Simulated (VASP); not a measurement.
Data:

```
CaCd3O4
1.0
    4.72041     0.00000     0.00000
    0.00000     4.72041     0.00000
    0.00000     0.00000     4.72041
Cd O Ca
3 4 1
Cartesian
  0.00000   0.00000   0.00000
  2.36020   2.36020   0.00000
  2.36020   0.00000   2.36020
  2.36020   2.36020   2.36020
  0.00000   0.00000   2.36020
  0.00000   2.36020   0.00000
  2.36020   0.00000   0.00000
  0.00000   2.36020   2.36020
```

Level of theory: PBEsol GGA, VASP's PBE PAW potentials (set 64) (plane waves; VASP). Numerical set-up: 520 eV cut-off, 7×7×7 Γ-centred mesh, tetrahedra with Blöchl corrections, potentials Cd O Ca_sv.

Question: What does the run give for the energy per atom (σ→0), band gap (on the k-mesh) with the smallest direct gap where there is one?

Answer: 
The band gap (on the k-mesh) is none (metal, semimetal or under 0.01 eV). The energy per atom (σ→0) is -4.880 eV/atom.

The structure was generated: CaCd3O4 was put into an ordered model structure (Pm-3m), which need not be its known phase. It was relaxed first.
